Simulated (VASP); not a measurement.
Here is the system:

```
CELL_PARAMETERS angstrom
      2.09747    -5.18919     0.00000
      2.09747     5.18919     0.00000
      0.00000     0.00000     3.79089
ATOMIC_POSITIONS crystal
  Ho 0.14021 0.85979 0.25000
  Ho 0.85979 0.14021 0.75000
  Si 0.42322 0.57678 0.25000
  Si 0.57678 0.42322 0.75000
```

All values below come from PBEsol GGA, VASP's PBE PAW potentials (set 64) (plane waves; VASP). Numerical set-up: 480 eV cut-off, 8×8×8 Γ-centred mesh, first-order Methfessel-Paxton smearing of 0.10 eV, potentials Ho_3 Si.

The 4f electrons are frozen in the core of the lanthanide potential, so 4f levels, which can set the real gap, and their magnetism are missing.

**Question.** Which forces act on the atoms, in eV/Å?

**Answer.** 
| atom | Fx | Fy | Fz |
|---|---|---|---|
| Ho1 | 0.000 | -0.055 | 0.000 |
| Ho2 | 0.000 | 0.055 | 0.000 |
| Si3 | 0.000 | 0.018 | 0.000 |
| Si4 | 0.000 | -0.018 | 0.000 |

**Question.** Give the stress tensor in GPa (positive for a compressed cell).

**Answer.** 
```
 0.17   0.00   0.00
 0.00   0.16   0.00
 0.00   0.00  -0.54
```
The pressure is its mean diagonal, -0.07 GPa.

The structure comes from a computed database's HoSi entry (Cmcm); how it stands against other phases isn't given here. It was relaxed first.
